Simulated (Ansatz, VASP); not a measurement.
# AlGa3As3P: VASP beside Ansatz

Aim: how closely do two programs agree when they are given the same cell, functional and k mesh? The cell is generated by rule, not measured, and may not be a known phase. The cell is taken from a series of runs on this material, whose earlier steps may have relaxed, scaled, displaced or heated it; both programs get it as it stands.

Method: plane waves, with VASP 6.6.1 beside it; single point at LDA, in Ansatz 0.2.0.

The structure was built from a prototype and need not be the compound's stable phase.

## 1. Starting point

It takes space group Pmm2 (No. 25, orthorhombic). Conventional cell: a = 3.962 Å, b = 3.962 Å, c = 11.205 Å, α = 90.00°, β = 90.00°, γ = 90.00°. Nearest to Al lie 2 As at 2.43 Å and 2 P at 2.43 Å. As has 4 Ga at 2.43 Å nearest. Nearest to As lie 4 Ga at 2.43 Å. Nearest to As lie 2 Al at 2.43 Å and 2 Ga at 2.43 Å. Ga has 2 P at 2.43 Å and 2 As at 2.43 Å nearest. Ga has 4 As at 2.43 Å nearest. Farther neighbours are not listed.

## 2. Ansatz: single point, LDA

Ansatz runs on its default PAW (the set named soft_2) files.

A single point gives forces, pressure and levels at one fixed geometry, so differences don't come from the geometry; what else differs is listed under the comparison.

Input file input.yaml:

```yaml
crystal:
  lattice:
    - [2.80125, 2.80125, 0.0]
    - [-2.80125, 2.80125, 0.0]
    - [0.0, 0.0, 11.205]
  atoms:
    - { symbol: Al, position: [0.0, 0.0, 0.0] }
    - { symbol: As, position: [0.0, 0.5, 0.375] }
    - { symbol: As, position: [0.5, 1.0, 0.625] }
    - { symbol: As, position: [0.0, 0.5, 0.875] }
    - { symbol: Ga, position: [0.5, 0.5, 0.25] }
    - { symbol: Ga, position: [0.0, 0.0, 0.5] }
    - { symbol: Ga, position: [0.5, 0.5, 0.75] }
    - { symbol: P, position: [0.5, 1.0, 0.125] }
kpoints:
  mp_grid: { grid: [4, 4, 2] }
hamiltonian:
  xc: lda
scf:
  occupations: { method: gaussian, width: 0.1 }
output:
  forces: true
  stress: true
  eigenvalues: true
```

Command:

```sh
> ansatz run input.yaml --threads 8 --pin off --max-ram 14336MiB --backend cpu --events-out ev --progress --plain --runs-dir out
```

Numbers of over 12 decimals in the logs are rounded to 6 here.

What it wrote:

```text
Engine: ansatz 0.2.0, x86_64-unknown-linux-gnu
Pseudopotentials: kind: paw
Pseudopotential: Al, paw, valence charge 3, recommended cutoff 420 eV (normal), Al.paw.azcp
Pseudopotential: As, paw, valence charge 15, recommended cutoff 420 eV (normal), As.paw.azcp
Pseudopotential: Ga, paw, valence charge 13, recommended cutoff 420 eV (normal), Ga.paw.azcp
Pseudopotential: P, paw, valence charge 5, recommended cutoff 420 eV (normal), P.paw.azcp
Functional definition: SPW92
  exchange = slater_x
  correlation = pw_c
Crystal: 8 atoms, lattice volume = 175.851 Å³
Basis set: ecut = 420 eV, 3413 PW (Γ)
Bands: 56, of which v1, the nominal top of the filled ones, is band 46 counted from 1 (45 counted from 0)
Symmetry: 4 space group operations
Space group: Pmm2 (ITA 25), of the structure as read, at distance tolerance 5.6e-5 Å
k-points: 18 of 32
Non-local potential: Al, projectors of the file, l = 0: 2, l = 1: 2, l = 2: 1
Non-local potential: As, projectors of the file, l = 0: 2, l = 1: 2, l = 2: 3, l = 3: 1
Non-local potential: Ga, projectors of the file, l = 0: 2, l = 1: 2, l = 2: 3, l = 3: 1
Non-local potential: P, projectors of the file, l = 0: 2, l = 1: 2, l = 2: 2
PAW form: soft (Blöchl's): semilocal exchange-correlation on the pseudo side does not see the compensation charge
PAW frozen core: Al, regenerated for the run's functional, and the local potential with it (the file was generated under x = pbe(κ = 0.804, μ = 0.219515), c = pbe(β = 0.066725))
PAW frozen core: As, regenerated for the run's functional, and the local potential with it (the file was generated under x = pbe(κ = 0.804, μ = 0.219515), c = pbe(β = 0.066725))
PAW frozen core: Ga, regenerated for the run's functional, and the local potential with it (the file was generated under x = pbe(κ = 0.804, μ = 0.219515), c = pbe(β = 0.066725))
PAW frozen core: P, regenerated for the run's functional, and the local potential with it (the file was generated under x = pbe(κ = 0.804, μ = 0.219515), c = pbe(β = 0.066725))
PAW one-centre angular grid: Al, 110 points (default); XC on 64 Gauss nodes
PAW one-centre angular grid: As, 590 points (default); XC on 64 Gauss nodes
PAW one-centre angular grid: Ga, 590 points (default); XC on 64 Gauss nodes
PAW one-centre angular grid: P, 110 points (default); XC on 64 Gauss nodes
Initial density: superposition of atomic densities (neutral atoms: chi_scale 0, normalization atom), corrected by the library's trained network
Initial wavefunctions: pseudopotential atomic-orbital guess
Functional: x = slater, c = lda
SCF iter   1: F=—  HF=-26683.554004 eV  |F-HF|=—  |Δ(HF+E_count)|=         —  Δρ=4.60e-3  dr2=4.22e-2  ethr=1.77e-3  ⟨swp⟩=6.9  Hψ=4060  notcnv=0
preconditioner: auto → Resta (q_TF=auto, 2.449 Å⁻¹)  ε∞=3.6  [insulator: Δε(μ)=0.888 eV  Ē_g=13.616 eV  σ=0.100 eV  W_gap=1.00  n_scr=48 (ndim 8)  ℏωp=22.0 eV  f_vac=0.039  D(μ)=0.00/eV (n_scr^D=0)  ε∞_Penn≈3.6]
SCF iter   2: F=—  HF=-26683.539564 eV  |F-HF|=—  |Δ(HF+E_count)|=   1.44e-2  Δρ=2.57e-3  dr2=6.71e-3  ethr=4.58e-5  ⟨swp⟩=2.0  Hψ=1318  notcnv=0  defer=6
SCF iter   3: F=—  HF=-26683.538444 eV  |F-HF|=—  |Δ(HF+E_count)|=   1.12e-3  Δρ=8.28e-4  dr2=1.53e-3  ethr=7.29e-6  ⟨swp⟩=2.0  Hψ=1455  notcnv=0  defer=2
automatic band count: iteration 3 solves 54 bands in place of 56: the levels show a gap, and the empty bands left out lie too high to hold charge; the band table lists the bands solved (type scf.n_extra_bands for more)
SCF iter   4: F=—  HF=-26683.538179 eV  |F-HF|=—  |Δ(HF+E_count)|=   2.64e-4  Δρ=2.85e-4  dr2=1.13e-4  ethr=1.67e-6  ⟨swp⟩=2.0  Hψ=1475  notcnv=0  defer=2
SCF iter   5: F=—  HF=-26683.538148 eV  |F-HF|=—  |Δ(HF+E_count)|=   3.16e-5  Δρ=1.01e-4  dr2=1.49e-5  ethr=1.23e-7  ⟨swp⟩=2.0  Hψ=1551  notcnv=0  defer=2
SCF iter   6: F=—  HF=-26683.538147 eV  |F-HF|=—  |Δ(HF+E_count)|=   4.03e-7  Δρ=2.81e-5  dr2=2.04e-6  ethr=1.62e-8  ⟨swp⟩=2.0  Hψ=1476  notcnv=0  defer=2
SCF iter   7: F=—  HF=-26683.538147 eV  |F-HF|=—  |Δ(HF+E_count)|=   1.37e-7  Δρ=9.24e-6  dr2=2.06e-7  ethr=2.22e-9  ⟨swp⟩=2.0  Hψ=1755  notcnv=0  defer=2
SCF iter   8: F=-26683.538147 eV  HF=-26683.538147 eV  |F-HF|=6.14e-9  |Δ(HF+E_count)|=   2.53e-8  Δρ=2.71e-6  dr2=1.44e-8  ethr=1.09e-10  ⟨swp⟩=9.9  Hψ=4658  notcnv=0
SCF 1 converged in 8 iterations: F = -26683.538147 eV  dr2 = 1.44e-8
  greatest PAW one-centre occupation: 0.999 electrons in one spin orbital (limit 2), on the As atom at site 2 (counted from 0), in its partial waves of l = 2
SCF converged after 8 iterations
Free energy (F): -26683.538147 eV
Harris-Foulkes:  -26683.538147 eV  (|F-HF|=6.14e-9)
Internal energy: -26683.538147 eV  (E = F + TS)
E sigma→0 (E₀):  -26683.538147 eV
Fermi energy:    7.691289 eV
--- Per-component energies (eV) ---
  E_band       = -993.746537
  E_kinetic    = 755.036249
  E_local      = -14459.300021  (includes V_loc(G=0)·N_el)
  E_nonlocal   = -668.897262
  E_hartree    = 7230.580383
  E_xc         = -544.288393
  E_vxc        = -505.452989  (∫ρ·V_xc dr)
  E_paw        = -11984.683044  (= ΣΔE_a)
  E_vpaw       = -576.297637  (= ΣTr[D̂ρ^β])
  E_aug_tail   = -0.000337  (compensation charges beyond the density's cutoff)
  E_ewald      = -7023.569919
  E_core_change = 11.584198  (= ΣΔE_core)
  E_smearing   = -0.000000  (= −TS)
  E_closure    = 0.000000  (closes the sum)
  Σ components = -26683.538147   (vs F -26683.538147, Δ=0.00e0)
--- Forces (eV/Å), atoms counted from 1 ---
  atom   1  Al    -0.00000000     0.00000000     0.68476794
  atom   2  As     0.00000000     0.00000000    -0.03968302
  atom   3  As     0.00000000     0.00000000    -0.01521343
  atom   4  As     0.00000000     0.00000000     0.01608325
  atom   5  Ga     0.00000000     0.00000000    -0.59784787
  atom   6  Ga    -0.00000000    -0.00000000    -0.00484579
  atom   7  Ga     0.00000000    -0.00000000    -0.03330054
  atom   8  P     -0.00000000    -0.00000000    -0.00995764
  max |Σ_I F_I| component: 2.91e-6 eV/Å
--- Stress (GPa, compression-positive) ---
       -1.247666      -0.035235       0.000000
       -0.035235      -1.247666       0.000000
        0.000000       0.000000      -2.377026
  P = ⅓ Tr σ = -1.6241 GPa (-16.241 kbar)
--- Band table (eV; the first three rows and the last of 18) ---
  k-point 0: bands = [... 42 lower, 5.6756, 7.1960, 7.2360, 7.2367, 8.1386, 8.5971, 8.9742, 9.2077, ... 4 higher]
  k-point 1: bands = [... 42 lower, 6.4803, 6.4840, 6.7323, 6.7377, 8.5856, 8.7686, 9.4693, 9.4985, ... 4 higher]
  k-point 2: bands = [... 42 lower, 5.8003, 5.9222, 5.9309, 6.9897, 9.1623, 9.4841, 9.6098, 10.0929, ... 4 higher]
  k-point 17: bands = [... 42 lower, 4.2326, 4.2399, 4.2863, 4.3251, 9.5331, 9.5612, 9.7554, 9.8261, ... 4 higher]
```

Reading the cycles: dr2 is the Hartree energy of the density residual (eV), the measure of convergence; HF is the Harris–Foulkes estimate of the energy, which meets the free energy F at convergence.

The run ends at a pressure of -1.62 GPa, with forces up to 0.68 eV/Å.

## 3. VASP: single point, LDA

The same cell, functional (in two slightly different forms), mesh and smearing now go to VASP, with its own data sets.

Lines of VASP's logs that name or quote its potential files are left out, and so is its time.

Input file INCAR:

```
SYSTEM = AlGa3As3P
PREC = Accurate
ENCUT = 500
EDIFF = 1E-06
NELM = 120
ISMEAR = 0
SIGMA = 0.1
LREAL = .FALSE.
ALGO = Normal
GGA = PW92
NBANDS = 39
LORBIT = 11
LWAVE = .FALSE.
LCHARG = .FALSE.
ISIF = 2
LASPH = .TRUE.
GGA_COMPAT = .FALSE.
EFERMI = MIDGAP
KPAR = 2
```

Input file POSCAR:

```
AlGa3As3P
1.0
    2.8012500000      2.8012500000      0.0000000000
   -2.8012500000      2.8012500000      0.0000000000
    0.0000000000      0.0000000000     11.2050000000
Al As Ga P
1 3 3 1
Direct
    0.0000000000      0.0000000000      0.0000000000
    0.0000000000      0.5000000000      0.3750000000
    0.5000000000      0.0000000000      0.6250000000
    0.0000000000      0.5000000000      0.8750000000
    0.5000000000      0.5000000000      0.2500000000
    0.0000000000      0.0000000000      0.5000000000
    0.5000000000      0.5000000000      0.7500000000
    0.5000000000      0.0000000000      0.1250000000
```

Input file KPOINTS:

```
Automatic mesh
0
Gamma
4 4 2
0 0 0
```

The projector-augmented-wave data sets are Al, As, Ga_d and P (LDA family, release 64).

Command:

```sh
> mpirun -np 2 vasp_std
```

What it wrote:

```text
[banner, memory and clock lines left out]
running    2 mpi-ranks, on    1 nodes
 distrk:  each k-point on    1 cores,    2 groups
 distr:  one band on    1 cores,    1 groups

 POSCAR found type information on POSCAR AlAsGaP
 POSCAR found :  4 types and       8 ions
|                                                                             |
|               ----> ADVICE to this user running VASP <----                  |
|                                                                             |
|     You enforced a specific xc type in the INCAR file but a different       |
|     [... a line on the potential file left out ...]
|     I HOPE YOU KNOW WHAT YOU ARE DOING!                                     |
|                                                                             |

 LDA part: xc-table for (Slater(with rela. corr.)+PW92), standard interpolation
 POSCAR, INCAR and KPOINTS ok, starting setup
 FFT: planning ... GRIDC
 FFT: planning ... GRID_SOFT
 FFT: planning ... GRID
 WAVECAR not read
 entering main loop
       N       E                     dE             d eps       ncg     rms          rms(c)
DAV:   1     0.497838147909E+03    0.49784E+03   -0.26992E+04  1510   0.199E+03
DAV:   2     0.342385200589E+02   -0.46360E+03   -0.44349E+03  1531   0.538E+02
DAV:   3    -0.371215037222E+02   -0.71360E+02   -0.69177E+02  1664   0.151E+02
DAV:   4    -0.409604236535E+02   -0.38389E+01   -0.38144E+01  1733   0.372E+01
DAV:   5    -0.410736983061E+02   -0.11327E+00   -0.11303E+00  1832   0.619E+00    0.690E+00
DAV:   6    -0.401157454855E+02    0.95795E+00   -0.14868E+00  1995   0.128E+01    0.391E+00
DAV:   7    -0.399334554144E+02    0.18229E+00   -0.90484E-01  1685   0.411E+00    0.132E+00
DAV:   8    -0.399199950884E+02    0.13460E-01   -0.11989E-01  1785   0.363E+00    0.346E-01
DAV:   9    -0.399198394258E+02    0.15566E-03   -0.11322E-02  1858   0.152E+00    0.108E-01
DAV:  10    -0.399198876796E+02   -0.48254E-04   -0.18349E-03  1781   0.567E-01    0.513E-02
DAV:  11    -0.399199409669E+02   -0.53287E-04   -0.34312E-04  1975   0.245E-01    0.206E-02
DAV:  12    -0.399199488530E+02   -0.78861E-05   -0.64332E-05  1705   0.136E-01    0.103E-02
DAV:  13    -0.399199517563E+02   -0.29032E-05   -0.22105E-05  1722   0.515E-02    0.394E-03
DAV:  14    -0.399199521362E+02   -0.37991E-06   -0.38339E-06  1210   0.357E-02
   1 F= -.39919952E+02 E0= -.39919952E+02  d E =-.150746E-11
```

OUTCAR, selected parts (step 3):

```text
ion  position               nearest neighbor table
   1  0.000  0.000  0.000-   4 2.43   8 2.43   4 2.43   8 2.43
   2  0.000  0.500  0.375-   5 2.43   6 2.43   6 2.43   5 2.43
   3  0.500  0.000  0.625-   6 2.43   7 2.43   7 2.43   6 2.43
   4  0.000  0.500  0.875-   1 2.43   7 2.43   1 2.43   7 2.43
   5  0.500  0.500  0.250-   2 2.43   8 2.43   8 2.43   2 2.43
   6  0.000  0.000  0.500-   2 2.43   3 2.43   2 2.43   3 2.43
   7  0.500  0.500  0.750-   3 2.43   4 2.43   3 2.43   4 2.43
   8  0.500  0.000  0.125-   1 2.43   5 2.43   5 2.43   1 2.43

  LATTYP: Found a simple tetragonal cell.
 ALAT       =     3.9615657416
 C/A-ratio  =     2.8284271247

 Subroutine GETGRP returns: Found  4 space group operations
 (whereof  4 operations were pure point group operations)

The static configuration has the point symmetry C_2v.

 Found     18 irreducible k-points:

   k-points           NKPTS =     18   k-points in BZ     NKDIM =     18   number of bands    NBANDS=     39

   dimension x,y,z NGX =    30 NGY =   30 NGZ =   84
   dimension x,y,z NGXF=    60 NGYF=   60 NGZF=  168

   ENCUT  =  500.0 eV  36.75 Ry    6.06 a.u.   7.22  7.22 20.43*2*pi/ulx,y,z

   NELECT =      62.0000    total number of electrons

 k-points in reciprocal lattice and weights: Automatic mesh
   0.00000000  0.00000000  0.00000000       0.031
   0.25000000  0.00000000  0.00000000       0.062
   0.00000000  0.25000000  0.00000000       0.062
   0.50000000  0.00000000  0.00000000       0.031
   0.00000000  0.50000000  0.00000000       0.031
   0.25000000  0.25000000  0.00000000       0.125
   0.50000000  0.25000000  0.00000000       0.062
  -0.25000000  0.50000000  0.00000000       0.062
   0.50000000  0.50000000  0.00000000       0.031
[...]
-0.25000000  0.50000000  0.50000000       0.062
   0.50000000  0.50000000  0.50000000       0.031

 average (electrostatic) potential at core
       1 -74.3873       2 -53.4227       3 -53.4241       4 -53.2499       5 -67.1782
       6 -67.2189       7 -67.2454       8 -84.9654

 E-fermi :   4.4788

 k-point     1 :       0.0000    0.0000    0.0000
  band No.  band energies     occupation
    ...
     27       2.4426      2.00000
     28       2.4448      2.00000
     29       3.9697      2.00000
     30       4.0095      2.00000
     31       4.0101      2.00000
     32       4.9475      0.00000
     33       5.3658      0.00000
     34       5.7452      0.00000
     35       5.9770      0.00000
     36       6.2240      0.00000
    ...

 k-point     2 :       0.2500    0.0000    0.0000
  band No.  band energies     occupation
    ...
     27       2.3626      2.00000
     28       2.5820      2.00000
     29       2.6794      2.00000
     30       2.7069      2.00000
     31       3.7618      2.00000
     32       5.9278      0.00000
     33       6.2927      0.00000
     34       6.3727      0.00000
     35       6.8842      0.00000
     36       8.0503      0.00000
    ...

 k-point     3 :       0.0000    0.2500    0.0000
  band No.  band energies     occupation
    ...
     27       2.3807      2.00000
     28       2.5704      2.00000
     29       2.6924      2.00000
     30       2.7008      2.00000
     31       3.7626      2.00000
     32       5.9348      0.00000
     33       6.2684      0.00000
     34       6.3985      0.00000
     35       6.8728      0.00000
     36       8.0420      0.00000
    ...

  Total       -1.1501387     -1.1501387     -2.3855053     -0.0435250      0.0000000      0.0000000
  in kB      -10.4788881    -10.4788881    -21.7342861     -0.3965552      0.0000000      0.0000000
  external PRESSURE =     -14.2306874 kB  Pullay stress =       0.0000000 kB

  energy-cutoff  :      500.00
  volume of cell :      175.85
      direct lattice vectors                 reciprocal lattice vectors
     2.801250000  2.801250000  0.000000000     0.178491745  0.178491745  0.000000000
    -2.801250000  2.801250000  0.000000000    -0.178491745  0.178491745  0.000000000
     0.000000000  0.000000000 11.205000000     0.000000000  0.000000000  0.089245872

 POSITION                                       TOTAL-FORCE (eV/Angst)
 -----------------------------------------------------------------------------------
      0.00000      0.00000      0.00000        -0.000000     -0.000000      0.711260
     -1.40063      1.40063      4.20188        -0.000000     -0.000000     -0.041080
      1.40063      1.40063      7.00312        -0.000000     -0.000000     -0.015238
     -1.40063      1.40063      9.80438        -0.000000     -0.000000      0.015706
      0.00000      2.80125      2.80125         0.000000      0.000000     -0.619191
      0.00000      0.00000      5.60250        -0.000000     -0.000000     -0.004841
      0.00000      2.80125      8.40375        -0.000000     -0.000000     -0.034420
      1.40063      1.40063      1.40063        -0.000000     -0.000000     -0.012196
 -----------------------------------------------------------------------------------
    total drift:                               -0.000000      0.000000     -0.000246

  FREE ENERGIE OF THE ION-ELECTRON SYSTEM (eV)
  ---------------------------------------------------
  free  energy   TOTEN  =       -39.9199521362 eV

  energy  without entropy=      -39.9199521362  energy(sigma->0) =      -39.91995214

 total charge
# of ion       s       p       d       tot
------------------------------------------
    1        0.406   0.378   0.000   0.784
    2        1.210   1.625   0.032   2.867
    3        1.210   1.625   0.033   2.868
    4        1.203   1.674   0.029   2.906
    5        0.877   0.805   9.998  11.680
    6        0.887   0.838   9.999  11.725
    7        0.886   0.835  10.000  11.720
    8        1.020   1.510   0.000   2.531
--------------------------------------------------
tot          7.700   9.290  30.090  47.080

[... 3 further parts left out ...]
```

The run ends at a pressure of -1.42 GPa, with forces up to 0.71 eV/Å.

## 4. Side by side

Known differences besides the potentials themselves: the data sets hold 92 valence electrons in Ansatz (on its default PAW (the set named soft_2) files) and 62 in VASP; the cutoff is 420 eV in Ansatz and 500 eV in VASP; VASP's log shows a relativistic correction to its local exchange, Ansatz's none. Total energies have different zeros and are not compared.

The two programs side by side:

| quantity | Ansatz | VASP | difference |
| --- | --- | --- | --- |
| pressure (GPa) | -1.62 | -1.42 | -0.20 |
| gap on the k mesh (eV) | 0.902 | 0.937 | -0.035 |

Forces (eV/Å; atoms numbered as in POSCAR):

| atom | Ansatz x, y, z | VASP x, y, z |
| --- | --- | --- |
| Al1 | 0.000, 0.000, 0.685 | 0.000, 0.000, 0.711 |
| As2 | 0.000, 0.000, -0.040 | 0.000, 0.000, -0.041 |
| As3 | 0.000, 0.000, -0.015 | 0.000, 0.000, -0.015 |
| As4 | 0.000, 0.000, 0.016 | 0.000, 0.000, 0.016 |
| Ga5 | 0.000, 0.000, -0.598 | 0.000, 0.000, -0.619 |
| Ga6 | 0.000, 0.000, -0.005 | 0.000, 0.000, -0.005 |
| Ga7 | 0.000, 0.000, -0.033 | 0.000, 0.000, -0.034 |
| P8 | 0.000, 0.000, -0.010 | 0.000, 0.000, -0.012 |

The forces differ by 7.0 meV/Å r.m.s., which is 3.6 % of the r.m.s. force of 0.193 eV/Å (both taken over all components). A gap on the mesh is an upper bound, since the band edges may lie between its points.

## 5. Outcome

```json
{
 "r.m.s. force difference (single point, LDA)": "7.0 meV/Å"
}
```

What this shows: The r.m.s. force difference is 7.0 meV/Å (single point, LDA), within the 12 meV/Å picked in this series as the mark of a large difference. The data sets hold unlike numbers of valence electrons (92 in Ansatz and 62 in VASP), so part of the differences comes from the potentials. Such differences can come from data sets, numerical settings and the points named under the comparisons, not from the functional's error against experiment.

[Lines on the potential files, build, host, timing and source positions are cut from VASP's logs without a mark.]

[Logs are printed without paths, hosts, clocks, repeated set-up lines and the standing remarks that a program may print on its own settings, such as how far it seeks lower states.]

[Hosts, paths, dates, database ids (printed as entryN), source tags and the programs' standing remarks are cut or masked in the printed files.]
